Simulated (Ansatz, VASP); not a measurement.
# Cross-check of SiC between VASP and Ansatz

One calculation is typed for both programs; each brings its own data sets. How far apart do they land? The cell is taken from a series of runs on this material, whose earlier steps may have relaxed, scaled, displaced or heated it; both programs get it as it stands.

Main program and level: Ansatz 0.2.0; plane waves, with VASP 6.6.1 beside it; single point at HSE06.

**1. The structure**

It takes space group F-43m (No. 216, cubic). Conventional cell: a = 4.442 Å, b = 4.442 Å, c = 4.442 Å, α = 90.00°, β = 90.00°, γ = 90.00°. Si has 4 C at 1.92 Å nearest. Nearest to C lie 4 Si at 1.92 Å. Farther neighbours are not listed.

**2. Ansatz: single point, HSE06**

Ansatz runs on its PAW soft_1 files.

With cell and atoms fixed, the geometry can't cause a difference; cores, projectors, grids and the points listed under the comparison can.

File input.yaml:

```yaml
crystal:
  lattice:
    - [0.0, 2.2211069231, 2.2211069231]
    - [2.2211069231, 0.0, 2.2211069231]
    - [2.2211069231, 2.2211069231, 0.0]
  atoms:
    - { symbol: Si, position: [0.0, 0.0, 0.0] }
    - { symbol: C, position: [0.75, 0.75, 0.75] }
kpoints:
  mp_grid: { grid: [7, 7, 7] }
scf:
  occupations: { method: fermi_dirac, width: 0.02 }
hamiltonian:
  xc: hse06
  pseudopotentials: { kind: paw, azcp: { folder: soft_1 } }
basis:
  ecutwfc: 600
output:
  forces: true
  stress: true
```

Started as:

```
ansatz run input.yaml --threads 8 --pin off --max-ram 18432MiB --backend cpu --events-out ev --progress --plain --runs-dir out
```

Numbers of over 12 decimals in the logs are rounded to 6 here.

The program printed:

```text
Warning: output.stress: scf.convergence.dr2_threshold = 1e-7 eV (the SCF's general default) is looser than the 2e-10 eV advised for a printed stress (1e-10 eV for each atom of the cell: 2). What an SCF threshold leaves in a stress goes as its square root, and in the free energy as the threshold itself, and one threshold admits the most on a small cell: [figures from the program's tests cut] Set scf.convergence.dr2_threshold to 2e-10 eV or tighter. The threshold is an SCF's pass mark: one that does not reach it within its budget of iterations ends unconverged, or closes short of it on a stop that the run arms, and scf.convergence.dr2_threshold's page says what that costs each kind of run
Warning: output.stress: scf.exx.energy_threshold = 1e-6 eV is looser than the 2e-8 eV advised for a stress under a hybrid functional (1e-8 eV for each atom of the cell: 2). Every SCF of the exchange loop can meet its threshold on dr2 while the loop round them stops early: no threshold on dr2 bounds what that leaves in the stress. Set scf.exx.energy_threshold to 2e-8 eV or tighter. The threshold is the loop's pass mark: a loop that does not reach it within its budget of cycles ends unconverged, and scf.exx.energy_threshold's page has the law
Engine: ansatz 0.2.0, aarch64-unknown-linux-gnu
Pseudopotentials: kind: paw
Pseudopotential: Si, paw, valence charge 4, recommended cutoff 420 eV (normal), soft_1/Si.paw.azcp
Pseudopotential: C, paw, valence charge 4, recommended cutoff 420 eV (normal), soft_1/C.paw.azcp
Functional definition: HSE06
  parameter a = 0.25
  parameter omega = 0.11/bohr
  exchange = pbe_x - a*pbe_x_sr(omega) + a*exact_x_sr(omega)
  correlation = pbe_c
Crystal: 2 atoms, lattice volume = 21.915 Å³
Basis set: ecut = 600 eV, 725 PW (Γ), exchange–correlation on 54×54×54 points (8 copies of the dense FFT grid, shifted against one another)
Bands: 8, of which v1, the nominal top of the filled ones, is band 4 counted from 1 (3 counted from 0)
Symmetry: 24 space group operations
Space group: F-43m (ITA 216), of the structure as read, at distance tolerance 2.8e-5 Å
k-points: 20 of 343 (time reversal used)
Non-local potential: Si, projectors of the file, l = 0: 2, l = 1: 2, l = 2: 1
Non-local potential: C, projectors of the file, l = 0: 2, l = 1: 2, l = 2: 1
PAW form: soft (Blöchl's): semilocal exchange-correlation on the pseudo side does not see the compensation charge
PAW frozen core: Si, regenerated for the run's functional, and the local potential with it (the file was generated under x = pbe(κ = 0.804, μ = 0.219515), c = pbe(β = 0.066725))
PAW frozen core: C, regenerated for the run's functional, and the local potential with it (the file was generated under x = pbe(κ = 0.804, μ = 0.219515), c = pbe(β = 0.066725))
PAW one-centre angular grid: Si, 110 points (default); XC on 64 Gauss nodes
PAW one-centre angular grid: C, 110 points (default); XC on 64 Gauss nodes
Initial density: superposition of atomic densities (chi_scale 0.1, normalization cell, long waves kept (reshape's long-wave potential 0.00 eV rms))
Initial wavefunctions: pseudopotential atomic-orbital guess
Functional: x = pbe(κ = 0.804, μ = 0.219515), c = pbe(β = 0.066725), warm-up for x = pbe(κ = 0.804, μ = 0.219515) + 0.25 (exact − pbe) at short range (hse, ω = 0.207870 Å⁻¹), c = pbe(β = 0.066725); HSE06 as pw.x's `hse` composes it (authors' and Libxc's form: `xc: wpbeh`)
SCF iter   1: F=—  HF=-888.485461 eV  |F-HF|=—  |Δ(HF+E_count)|=         —  Δρ=1.28e-1  dr2=4.52e0  ethr=1.00e-1  ⟨swp⟩=4.5  Hψ=566  notcnv=0
preconditioner: auto → none  [insulator: Δε(μ)=3.429 eV  Ē_g=14.170 eV  σ=0.020 eV  W_gap=1.00  n_scr=0 (ndim 8)  ℏωp=22.4 eV  f_vac=0.000  D(μ)=0.00/eV (n_scr^D=0)]
iter 2 solved again at ethr=4.41e-3 eV; its pass at ethr=5.66e-2 eV (dr2=3.53e-1 eV) is discarded
SCF iter   2: F=—  HF=-887.226333 eV  |F-HF|=—  |Δ(HF+E_count)|=    1.26e0  Δρ=4.98e-2  dr2=3.59e-1  ethr=4.41e-3  ⟨swp⟩=2.4  Hψ=742  notcnv=0
SCF iter   3: F=—  HF=-887.134844 eV  |F-HF|=—  |Δ(HF+E_count)|=   9.15e-2  Δρ=1.99e-2  dr2=4.41e-2  ethr=4.41e-3  ⟨swp⟩=2.4  Hψ=330  notcnv=0
SCF iter   4: F=—  HF=-887.136134 eV  |F-HF|=—  |Δ(HF+E_count)|=   1.29e-3  Δρ=2.75e-3  dr2=1.98e-3  ethr=5.51e-4  ⟨swp⟩=3.3  Hψ=386  notcnv=0  defer=1
SCF iter   5: F=-887.135609 eV  HF=-887.135620 eV  |F-HF|=1.13e-5  |Δ(HF+E_count)|=   5.14e-4  Δρ=2.99e-4  dr2=1.89e-5  ethr=2.47e-5  ⟨swp⟩=3.5  Hψ=429  notcnv=0  defer=2
SCF 1 stopped early in 5 iterations: F = -887.135609 eV  dr2 = 1.89e-5
  greatest PAW one-centre occupation: 0.641 electrons in one spin orbital (limit 2), on the C atom at site 1 (counted from 0), in its partial waves of l = 0
Initial density: handed on by an earlier stage of this run
Initial wavefunctions: those handed on with the density
Functional: x = pbe(κ = 0.804, μ = 0.219515) + 0.25 (exact − pbe) at short range (hse, ω = 0.207870 Å⁻¹), c = pbe(β = 0.066725); HSE06 as pw.x's `hse` composes it (authors' and Libxc's form: `xc: wpbeh`)
Exchange kernel: α = 0.2500, screened, ω = 0.2079 Å⁻¹, Wigner–Seitz truncation, v(0) = 1045.9571 eV·Å³, q-mesh 7×7×7, nearest image of the exchange supercell L = 21.99 Å, pair-density grid 15×15×15, without the augmentation charges, whose exchange is taken in its separable form by FFT convolution over the k-point mesh (sized by the pseudopotential files, 24×24×24 at the most), smooth part of the exact exchange by density-matrix convolution
Frozen-core exchange: fock
SCF iter   1: F=—  HF=-887.734501 eV  |F-HF|=—  |Δ(HF+E_count)|=         —  Δρ=5.76e-3  dr2=4.62e-3  ethr=2.36e-6  ⟨swp⟩=6.2  Hψ=851  notcnv=0
preconditioner: auto → none  [insulator: Δε(μ)=2.464 eV  Ē_g=15.428 eV  σ=0.020 eV  W_gap=1.00  n_scr=0 (ndim 8)  ℏωp=22.4 eV  f_vac=0.000  D(μ)=0.00/eV (n_scr^D=0)]
SCF iter   2: F=—  HF=-887.733191 eV  |F-HF|=—  |Δ(HF+E_count)|=   1.31e-3  Δρ=3.64e-3  dr2=2.89e-3  ethr=2.36e-6  ⟨swp⟩=4.0  Hψ=535  notcnv=0
SCF iter   3: F=—  HF=-887.732293 eV  |F-HF|=—  |Δ(HF+E_count)|=   8.99e-4  Δρ=5.28e-4  dr2=2.74e-4  ethr=2.36e-6  ⟨swp⟩=4.0  Hψ=513  notcnv=0
SCF iter   4: F=—  HF=-887.734750 eV  |F-HF|=—  |Δ(HF+E_count)|=   2.46e-3  Δρ=5.55e-4  dr2=7.26e-5  ethr=4.04e-7  ⟨swp⟩=4.0  Hψ=518  notcnv=0
SCF iter   5: F=—  HF=-887.734725 eV  |F-HF|=—  |Δ(HF+E_count)|=   2.50e-5  Δρ=6.30e-5  dr2=3.37e-6  ethr=4.04e-7  ⟨swp⟩=2.6  Hψ=267  notcnv=0
SCF iter   6: F=-887.734749 eV  HF=-887.734750 eV  |F-HF|=2.68e-7  |Δ(HF+E_count)|=   2.42e-5  Δρ=7.18e-5  dr2=6.16e-7  ethr=1.20e-8  ⟨swp⟩=4.0  Hψ=442  notcnv=0
SCF 2 stopped early in 6 iterations: F = -887.734749 eV  dr2 = 6.16e-7
hybrid outer 1: dexx = +2.618e-3 eV, tail = 2.51e-6 eV
Exchange kernel: α = 0.2500, screened, ω = 0.2079 Å⁻¹, Wigner–Seitz truncation, v(0) = 1045.9571 eV·Å³, q-mesh 7×7×7, nearest image of the exchange supercell L = 21.99 Å, pair-density grid 15×15×15, without the augmentation charges, whose exchange is taken in its separable form by FFT convolution over the k-point mesh (sized by the pseudopotential files, 24×24×24 at the most), smooth part of the exact exchange by density-matrix convolution
Frozen-core exchange: fock
SCF iter   1: F=—  HF=-887.734747 eV  |F-HF|=—  |Δ(HF+E_count)|=         —  Δρ=3.77e-5  dr2=3.21e-7  ethr=1.57e-7  ⟨swp⟩=4.2  Hψ=436  notcnv=0
preconditioner: auto → none  [insulator: Δε(μ)=2.500 eV  Ē_g=15.432 eV  σ=0.020 eV  W_gap=1.00  n_scr=0 (ndim 8)  ℏωp=22.4 eV  f_vac=0.000  D(μ)=0.00/eV (n_scr^D=0)]
SCF iter   2: F=-887.734747 eV  HF=-887.734747 eV  |F-HF|=9.50e-11  |Δ(HF+E_count)|=   9.46e-8  Δρ=5.14e-6  dr2=2.79e-9  ethr=3.79e-9  ⟨swp⟩=3.0  Hψ=301  notcnv=0
SCF 3 converged in 2 iterations: F = -887.734747 eV  dr2 = 2.79e-9
  Residual-converged pass: ⟨swp⟩=3.9  Hψ=354  notcnv=0  max |occ|·‖R‖ = 2.4e-6 eV (tolerance 2.4e-6 eV)  dr2=2.21e-9  dr2_onsite=2.35e-10  max |Δocc| = 0.0e0
hybrid outer 2: dexx = +9.170e-9 eV, tail = 6.21e-9 eV, Δε = 4.50e-4 eV (about 3.67e-5 eV left of the loop's levels)
hybrid SCF converged: 2 outer / 8 inner (+5 warm-up), last move |dexx| = 9.17e-9 eV, tail = 6.21e-9 eV
Stability not checked: this state was not tested for a lower state beside it, because the functional holds exact exchange (a hybrid, or Hartree-Fock), whose exchange loop this test does not read (fock_operator; see scf.lower_state_search)
Free energy (F): -887.734747 eV
Frozen-core exchange: fock
Harris-Foulkes:  -887.734747 eV  (|F-HF|=9.50e-11)
Internal energy: -887.734747 eV  (E = F + TS)
E sigma→0 (E₀):  -887.734747 eV
Fermi energy:    9.428689 eV
--- Per-component energies (eV) ---
  E_band       = 14.838534
  E_kinetic    = 130.389435
  E_local      = -98.205140  (includes V_loc(G=0)·N_el)
  E_nonlocal   = 43.507997
  E_hartree    = 32.475616
  E_xc         = -85.088320
  E_vxc        = -86.859289  (∫ρ·V_xc dr)
  E_exx        = -14.925940  (= α·E_x^exact, valence–valence)
  E_paw        = -616.427123  (= ΣΔE_a)
  E_vpaw       = -9.094161  (= ΣTr[D̂ρ^β])
  E_aug_tail   = 0.000012  (compensation charges beyond the density's cutoff)
  E_ewald      = -279.384955
  E_core_change = -0.076335  (= ΣΔE_core)
  E_smearing   = -0.000000  (= −TS)
  E_closure    = 0.000005  (closes the sum)
  Σ components = -887.734747   (vs F -887.734747, Δ=0.00e0)
--- Forces (eV/Å), atoms counted from 1 ---
  atom   1  Si    -0.00000000     0.00000000    -0.00000000
  atom   2  C      0.00000000    -0.00000000     0.00000000
  max |Σ_I F_I| component: 7.40e-17 eV/Å
--- Stress (GPa, compression-positive) ---
      -13.093688       0.000000      -0.000000
        0.000000     -13.093688       0.000000
       -0.000000       0.000000     -13.093688
  P = ⅓ Tr σ = -13.0937 GPa (-130.937 kbar)
--- Band table (eV; the first three rows and the last of 20) ---
  k-point 0: bands = ["-8.3292", "8.1856", "8.1856", "8.1856", "14.9755"]
  k-point 1: bands = ["-7.9171", "6.1994", "7.9133", "7.9133", "15.2881"]
  k-point 2: bands = ["-6.7291", "2.7135", "7.4125", "7.4125", "14.6978"]
  k-point 19: bands = ["-3.1937", "0.5677", "2.5421", "4.4551", "13.8400"]
  guard bands above this table: 3 of the run's 8 bands. The solve was not asked for them (output.publish_guard_bands: true or output.eigenvalues: true publishes all)
```

The run ends at a pressure of -13.09 GPa.

**3. VASP: single point, HSE06**

The same cell, functional, mesh and smearing now go to VASP, with its own data sets.

Lines of VASP's logs that name or quote its potential files are left out, and so is its time.

The run reads the wave functions of an earlier VASP run, which isn't shown here.

File INCAR:

```
SYSTEM = SiC
PREC = Accurate
ENCUT = 520
EDIFF = 1E-06
NELM = 100
ISMEAR = -1
SIGMA = 0.02
LREAL = .FALSE.
ALGO = Normal
LHFCALC = .TRUE.
AEXX = 0.25
GGA = PE
HFSCREEN = 0.208
LASPH = .TRUE.
NBANDS = 10
PRECFOCK = Fast
LORBIT = 11
LWAVE = .FALSE.
LCHARG = .FALSE.
ISIF = 2
```

File POSCAR:

```
SiC
1.0
    0.0000000000      2.2211069231      2.2211069231
    2.2211069231      0.0000000000      2.2211069231
    2.2211069231      2.2211069231      0.0000000000
Si C
1 1
Direct
    0.0000000000      0.0000000000      0.0000000000
    0.7500000000      0.7500000000      0.7500000000
```

File KPOINTS:

```
Automatic mesh
0
Gamma
7 7 7
0 0 0
```

PAW data sets: Si and C (PBE family, release 64).

Started as:

```
export OMP_NUM_THREADS=4
mpirun -np 1 vasp_std
```

The program printed:

```text
[banner, memory and clock lines left out]
running    1 mpi-ranks, on    1 nodes
 distrk:  each k-point on    1 cores,    1 groups
 distr:  one band on    1 cores,    1 groups
 Offloading initialized ...    1 GPUs detected
 POSCAR found type information on POSCAR SiC
 POSCAR found :  2 types and       2 ions
 LDA part: xc-table for (Slater+PW92), standard interpolation
 found WAVECAR, reading the header
 POSCAR, INCAR and KPOINTS ok, starting setup
 FFT: planning ... GRIDC
 FFT: planning ... GRID_SOFT
 FFT: planning ... GRID
 reading WAVECAR
 the WAVECAR file was read successfully
 initial charge from wavefunction
 entering main loop
       N       E                     dE             d eps       ncg     rms          rms(c)
DAV:   1    -0.173608086260E+02   -0.17361E+02   -0.36145E-01   404   0.401E+00    0.275E+00
DAV:   2    -0.173621595157E+02   -0.13509E-02   -0.38513E-03   476   0.501E-01    0.175E+00
DAV:   3    -0.173615647349E+02    0.59478E-03   -0.28350E-04   430   0.119E-01    0.102E+00
DAV:   4    -0.173613635475E+02    0.20119E-03   -0.96359E-05   414   0.648E-02    0.582E-01
DAV:   5    -0.173613005637E+02    0.62984E-04   -0.28561E-05   414   0.370E-02    0.330E-01
DAV:   6    -0.173612801584E+02    0.20405E-04   -0.82488E-06   414   0.211E-02    0.187E-01
DAV:   7    -0.173612736734E+02    0.64850E-05   -0.25367E-06   400   0.121E-02    0.107E-01
DAV:   8    -0.173612714909E+02    0.21825E-05   -0.78055E-07   212   0.698E-03    0.613E-02
DAV:   9    -0.173612708240E+02    0.66687E-06   -0.32918E-07   206   0.481E-03
   1 F= -.17361271E+02 E0= -.17361271E+02  d E =-.186560E-11
```

From OUTCAR (step 3):

```text
ion  position               nearest neighbor table
   1  0.000  0.000  0.000-   2 1.92   2 1.92   2 1.92   2 1.92
   2  0.750  0.750  0.750-   1 1.92   1 1.92   1 1.92   1 1.92

  LATTYP: Found a face centered cubic cell.
 ALAT       =     4.4422138462

 Subroutine GETGRP returns: Found 24 space group operations
 (whereof 24 operations were pure point group operations)

The static configuration has the point symmetry T_d .

 Found     20 irreducible k-points:

   k-points           NKPTS =     20   k-points in BZ     NKDIM =    343   number of bands    NBANDS=     10

   dimension x,y,z NGX =    24 NGY =   24 NGZ =   24
   dimension x,y,z NGXF=    48 NGYF=   48 NGZF=   48

   ENCUT  =  520.0 eV  38.22 Ry    6.18 a.u.   5.84  5.84  5.84*2*pi/ulx,y,z

   NELECT =       8.0000    total number of electrons

 k-points in reciprocal lattice and weights: Automatic mesh
   0.00000000  0.00000000  0.00000000       0.003
   0.14285714  0.00000000  0.00000000       0.023
   0.28571429  0.00000000  0.00000000       0.023
   0.42857143  0.00000000  0.00000000       0.023
   0.14285714  0.14285714  0.00000000       0.017
   0.28571429  0.14285714  0.00000000       0.070
   0.42857143  0.14285714  0.00000000       0.070
  -0.42857143  0.14285714  0.00000000       0.070
  -0.28571429  0.14285714  0.00000000       0.070
[...]
-0.42857143  0.42857143  0.14285714       0.070
  -0.28571429  0.42857143  0.14285714       0.070

  exchange ACFDT corr.  =         0.00000000  see jH, gK, PRB 81, 115126

 average (electrostatic) potential at core
       1 -77.5072       2 -41.7889

 E-fermi :   7.3236

 k-point     1 :       0.0000    0.0000    0.0000
  band No.  band energies     occupation
      1      -9.6410      2.00000
      2       6.8797      2.00000
      3       6.8797      2.00000
      4       6.8797      2.00000
      5      13.6932      0.00000
      6      15.0417      0.00000
      7      15.0417      0.00000
      8      15.0417      0.00000
      9      22.5892      0.00000
    ...

 k-point     2 :       0.1429    0.0000    0.0000
  band No.  band energies     occupation
      1      -9.2285      2.00000
      2       4.8922      2.00000
      3       6.6068      2.00000
      4       6.6068      2.00000
      5      13.9927      0.00000
      6      15.4998      0.00000
      7      15.4998      0.00000
      8      15.7641      0.00000
      9      21.1730      0.00000
    ...

 k-point     3 :       0.2857    0.0000    0.0000
  band No.  band energies     occupation
      1      -8.0398      2.00000
      2       1.4051      2.00000
      3       6.1053      2.00000
      4       6.1053      2.00000
      5      13.3989      0.00000
      6      15.6589      0.00000
      7      15.6589      0.00000
      8      17.5750      0.00000
      9      21.5345      0.00000
    ...

  Total       -1.8331795     -1.8331795     -1.8331795      0.0000000     -0.0000000      0.0000000
  in kB     -134.0223378   -134.0223378   -134.0223378      0.0000000     -0.0000000      0.0000000
  external PRESSURE =    -134.0223378 kB  Pullay stress =       0.0000000 kB

  energy-cutoff  :      520.00
  volume of cell :       21.91
      direct lattice vectors                 reciprocal lattice vectors
     0.000000000  2.221106923  2.221106923    -0.225112981  0.225112981  0.225112981
     2.221106923  0.000000000  2.221106923     0.225112981 -0.225112981  0.225112981
     2.221106923  2.221106923  0.000000000     0.225112981  0.225112981 -0.225112981

 POSITION                                       TOTAL-FORCE (eV/Angst)
 -----------------------------------------------------------------------------------
      0.00000      0.00000      0.00000         0.000000      0.000000      0.000000
      3.33166      3.33166      3.33166        -0.000000     -0.000000     -0.000000
 -----------------------------------------------------------------------------------
    total drift:                               -0.000002      0.000000     -0.000000

  FREE ENERGIE OF THE ION-ELECTRON SYSTEM (eV)
  ---------------------------------------------------
  free  energy   TOTEN  =       -17.3612708240 eV

  energy  without entropy=      -17.3612708240  energy(sigma->0) =      -17.36127082

 total charge
# of ion       s       p       d       tot
------------------------------------------
    1        0.712   0.943   0.000   1.655
    2        0.832   1.657   0.000   2.489
--------------------------------------------------
tot          1.544   2.600   0.000   4.144

[... 3 further parts left out ...]
```

The run ends at a pressure of -13.40 GPa.

**4. Differences**

Known differences besides the potentials themselves: exact exchange at q = 0 is treated differently, which shows on coarse meshes; VASP keeps PBE cores, Ansatz makes them for the functional; the cutoff is 600 eV in Ansatz and 520 eV in VASP; VASP takes a coarser grid for exact exchange (PRECFOCK = Fast). Total energies have different zeros and are not compared.

Both answers:

| quantity | Ansatz | VASP | difference |
| --- | --- | --- | --- |
| pressure (GPa) | -13.09 | -13.40 | +0.31 |
| gap on the k mesh (eV) | 2.500 | 2.503 | -0.003 |

A gap on the mesh is an upper bound, since the band edges may lie between its points.

**5. What came out**

```json
{"difference in gap on the k mesh (single point, HSE06)": "-0.0031 eV"}
```

What this shows: The difference in gap on the k mesh is -0.0031 eV (single point, HSE06), within the 0.08 eV picked in this series as the mark of a large difference. Such differences can come from data sets, numerical settings and the points named under the comparisons, not from the functional's error against experiment.

[Lines on the potential files, build, host, timing and source positions are cut from VASP's logs without a mark.]

[Logs are printed without paths, hosts, clocks, repeated set-up lines and the standing remarks that a program may print on its own settings, such as how far it seeks lower states.]

[Hosts, paths, dates, database ids (printed as entryN), source tags and the programs' standing remarks are cut or masked in the printed files.]
